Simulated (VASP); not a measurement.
Data:

```
TiN
1.0
    2.97432     0.00000     0.00000
    0.00000     2.97432     0.00000
    0.00000     0.00000    27.49983
Ti N
6 6
Direct
  0.00000   0.50000   0.31356
  0.50000   0.00000   0.38637
  0.00000   0.50000   0.46079
  0.50000   0.00000   0.53921
  0.00000   0.50000   0.61363
  0.50000   0.00000   0.68644
  0.00000   0.50000   0.38501
  0.50000   0.00000   0.30698
  0.00000   0.50000   0.53740
  0.50000   0.00000   0.46260
  0.00000   0.50000   0.69302
  0.50000   0.00000   0.61499
```

All values below come from PBEsol GGA, VASP's PBE PAW potentials (set 64) (plane waves; VASP). Settings: PREC = Normal, 450 eV cut-off, 9×9×1 Γ-centred mesh, first-order Methfessel-Paxton smearing of 0.10 eV, potentials Ti_sv N.

What does the run give for the energy per atom (σ→0), band gap (on the k-mesh) with the smallest direct gap where there is one?

- band gap (on the k-mesh) = none (metal, semimetal or under 0.01 eV)
- energy per atom (σ→0) = -10.257 eV/atom

Total energies compare only between runs with the same potentials, cut-off and functional.

The cell is a thin slab with vacuum, built from TiN (rock salt): (100) face.
